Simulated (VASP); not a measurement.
# HfB2: how cutoff and mesh change the relaxed cell, part 2 of 2

How far does the relaxed cell of HfB2 depend on cutoff and k mesh? The starting structure is a measured crystal structure from the Crystallography Open Database.

VASP 6.6.1.

Results so far: reference 9.73 Å³ an atom; a cutoff of 320 eV 9.70 Å³ an atom; a 6×6×5 mesh 9.73 Å³ an atom.

## Step 5: Relaxation with a cutoff of 540 eV (continued)

Level of this step: PBEsol; plane waves and PAW (Hf_pv, B) (VASP).

From OUTCAR (step 5):

```text
  Total        0.0149680      0.0149680      0.0150128      0.0000000      0.0000000      0.0000000
  in kB        0.8216122      0.8216122      0.8240749      0.0000000      0.0000000      0.0000000
  external PRESSURE =       0.8224331 kB  Pullay stress =       0.0000000 kB

 POSITION                                       TOTAL-FORCE (eV/Angst)
 -----------------------------------------------------------------------------------
     -1.56224      2.70587      3.45240         0.000000      0.000000      0.000000
      1.56224      0.90196      1.72620         0.000000     -0.000000     -0.000000
     -0.00000      1.80392      1.72620        -0.000000      0.000000      0.000000
 -----------------------------------------------------------------------------------
    total drift:                               -0.000000      0.000000      0.000000

  FREE ENERGIE OF THE ION-ELECTRON SYSTEM (eV)
  ---------------------------------------------------
  free  energy   TOTEN  =       -27.8630025247 eV

  energy  without entropy=      -27.8624629039  energy(sigma->0) =      -27.86282265

[... 2 parts as in an earlier step ...]

[... 2 further parts left out ...]
[key lines of the parts left out:]
E-fermi :   7.5262
```

With a cutoff of 540 eV the cell ends at 9.729 Å³ an atom, -0.01 % from the reference; the bulk modulus is 265.0 GPa against 264.9 GPa.

## Step 6: Relaxation with a 14×14×12 mesh

Against step 2 the input has a 14×14×12 mesh.

Input file INCAR:

```
SYSTEM = HfB2
PREC = Accurate
ENCUT = 450
EDIFF = 1E-06
NELM = 100
ISMEAR = 1
SIGMA = 0.1
LREAL = .FALSE.
ALGO = Normal
GGA = PS
NBANDS = 14
LORBIT = 11
LWAVE = .FALSE.
LCHARG = .FALSE.
KPAR = 2
IBRION = 2
NSW = 50
ISIF = 3
EDIFFG = -0.01
```

Input file POSCAR:

```
HfB2
1.0
    3.1400000000      0.0000000000      0.0000000000
   -1.5700000000      2.7193197679      0.0000000000
    0.0000000000      0.0000000000      3.4800000000
Hf B
1 2
Direct
    0.0000000000      0.0000000000      0.0000000000
    0.6666666667      0.3333333333      0.5000000000
    0.3333333333      0.6666666667      0.5000000000
```

Input file KPOINTS:

```
Automatic mesh
0
Gamma
14 14 12
0 0 0
```

PAW data sets: Hf_pv and B (PBE family, release 64).

Started as:

```bash
$ mpirun -np 2 vasp_std
```

Log:

```text
[... set-up lines as in an earlier step ...]
 entering main loop
       N       E                     dE             d eps       ncg     rms          rms(c)
DAV:   1     0.223010962272E+02    0.22301E+02   -0.74816E+03  4704   0.967E+02
DAV:   2    -0.286296937720E+02   -0.50931E+02   -0.47810E+02  6048   0.211E+02
DAV:   3    -0.300579769299E+02   -0.14283E+01   -0.14163E+01  6272   0.265E+01
DAV:   4    -0.300649105955E+02   -0.69337E-02   -0.69276E-02  5448   0.220E+00
[...]
DAV:  11    -0.278559158871E+02   -0.62931E-05   -0.62557E-05  5922   0.601E-02    0.103E-01
DAV:  12    -0.278559132551E+02    0.26320E-05   -0.46995E-06  5574   0.169E-02    0.117E-02
DAV:  13    -0.278559133350E+02   -0.79902E-07   -0.25989E-07  2640   0.434E-03
   1 F= -.27855913E+02 E0= -.27855882E+02  d E =-.278559E+02
[...]
2 F= -.27851239E+02 E0= -.27851208E+02  d E =0.467435E-02
[...]
3 F= -.27863444E+02 E0= -.27863413E+02  d E =-.753062E-02
[...]
4 F= -.27863667E+02 E0= -.27863638E+02  d E =-.222856E-03
 trial-energy change:   -0.000223  1 .order   -0.000226   -0.000451   -0.000001
 step:   0.8901(harm=  0.8901)  dis= 0.00000  next Energy=   -27.863670 (dE=-0.226E-03)
 reached required accuracy - stopping structural energy minimisation
```

Wall time 25 s (2 MPI ranks of Intel Xeon 6975P-C (Granite Rapids), shared host); peak memory 0.35 GiB.

From OUTCAR (step 6):

```text
  Total       -0.0015080     -0.0015080     -0.0019286      0.0000000      0.0000000     -0.0000000
  in kB       -0.0827570     -0.0827570     -0.1058396      0.0000000      0.0000000     -0.0000000
  external PRESSURE =      -0.0904512 kB  Pullay stress =       0.0000000 kB

 POSITION                                       TOTAL-FORCE (eV/Angst)
 -----------------------------------------------------------------------------------
      3.12662      0.00000      3.44847         0.000000     -0.000000      0.000000
      1.56331      0.90258      1.72423         0.000000      0.000000      0.000000
     -0.00000      1.80515      1.72423        -0.000000     -0.000000      0.000000
 -----------------------------------------------------------------------------------
    total drift:                                0.000000      0.000000     -0.000000

  FREE ENERGIE OF THE ION-ELECTRON SYSTEM (eV)
  ---------------------------------------------------
  free  energy   TOTEN  =       -27.8636668085 eV

  energy  without entropy=      -27.8635803683  energy(sigma->0) =      -27.86363800

[... 1 part as in an earlier step ...]

[... 3 further parts left out ...]
[key lines of the parts left out:]
E-fermi :   7.7025
```

With a 14×14×12 mesh the cell ends at 9.732 Å³ an atom, +0.01 % from the reference; the bulk modulus is 264.7 GPa against 264.9 GPa.

## Step 7: Comparison

```
               run  volume (Å³/atom)  change (%)  bulk modulus (GPa)  pressure left (GPa)  core minutes
         reference             9.731           -               264.9                 0.08          0.36
a cutoff of 320 eV               9.7       -0.31               266.1                 0.08         0.333
      a 6×6×5 mesh             9.731        0.01               265.2                  0.1         0.227
a cutoff of 540 eV             9.729       -0.01               265.0                 0.08          0.52
   a 14×14×12 mesh             9.732        0.01               264.7                -0.01         0.833
```

Core minutes are wall time times ranks, summed over the relaxations behind a row (those for a bulk modulus apart), on shared hosts.

## Step 8: Results

| Quantity | Value |
| --- | --- |
| volume of the reference | 9.731 Å³/atom |
| volume against the reference, a cutoff of 320 eV | -0.31 % |
| volume against the reference, a 6×6×5 mesh | +0.01 % |
| volume against the reference, a cutoff of 540 eV | -0.01 % |
| volume against the reference, a 14×14×12 mesh | +0.01 % |

What this shows: The volume moves most with a cutoff of 320 eV: -0.31 % against the reference (450 eV, 10×10×8 mesh). On finer settings it changes by -0.01 % with a cutoff of 540 eV and +0.01 % with a 14×14×12 mesh. The axes move most with a 6×6×5 mesh: a by +0.2 % and c by -0.5 %, which partly cancels in the volume. The relaxations stop with up to 0.10 GPa left, which at the bulk modulus found here is 0.04 % of the volume, and more along a soft axis. A cell that shrinks at the lower cutoff is the usual mark of Pulay stress, the error that a plane-wave basis makes when it is kept while the volume changes. The bulk modulus stays within 2 %. Further runs on this material are not shown.

[Lines on the potential files, build, host, timing and source positions are cut from VASP's logs without a mark.]

[Logs are printed without paths, hosts, clocks, repeated set-up lines and the standing remarks that a program may print on its own settings, such as how far it seeks lower states.]

[Hosts, paths, dates, database ids (printed as entryN), source tags and the programs' standing remarks are cut or masked in the printed files.]
